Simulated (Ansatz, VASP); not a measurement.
## One calculation of Ge4F, two programs

```
CELL_PARAMETERS angstrom
4.41495 0.00000 0.00000
-2.20747 3.82346 0.00000
0.00000 0.00000 5.74912
ATOMIC_POSITIONS crystal
Ge 0.33333 0.66667 0.76910
Ge 0.33333 0.66667 0.23090
Ge 0.66667 0.33333 0.23090
Ge 0.66667 0.33333 0.76910
F 0.00000 0.00000 0.00000
```

Alike in both runs: functional PBE; k mesh 6 × 6 × 4; occupations gaussian, width 0.1 eV; no spin polarisation.

Ansatz relaxed the structure, and its values are those at the end. VASP's run is a single point on that final structure, the one shown.

```csv
,VASP,Ansatz
version,VASP 6.6.1,Ansatz 0.2.0
potentials or method,"VASP PAW PBE potentials, release 64 (Ge_d, F)","scalar-relativistic, plane waves, PAW"
plane-wave cutoff (eV),520,420
valence electrons in the cell,63,63
```

|  | VASP | Ansatz | Ansatz less VASP |
| --- | --- | --- | --- |
| gap on the k mesh at the Fermi level (eV) | none | none | - |
| pressure (GPa) | 0.0 | 0.0 | +0.05 |
| rms of the force components (eV/Å) | 0.004 | 0.003 | -0.0016 |

A gap of «none» marks a metal or a gap that the smearing closes. With one functional, cell and mesh, what is left measures potentials, basis and numerics.

Caveats: an odd number of electrons without spin polarisation forces a metal; a magnetic or distorted state may lie lower.
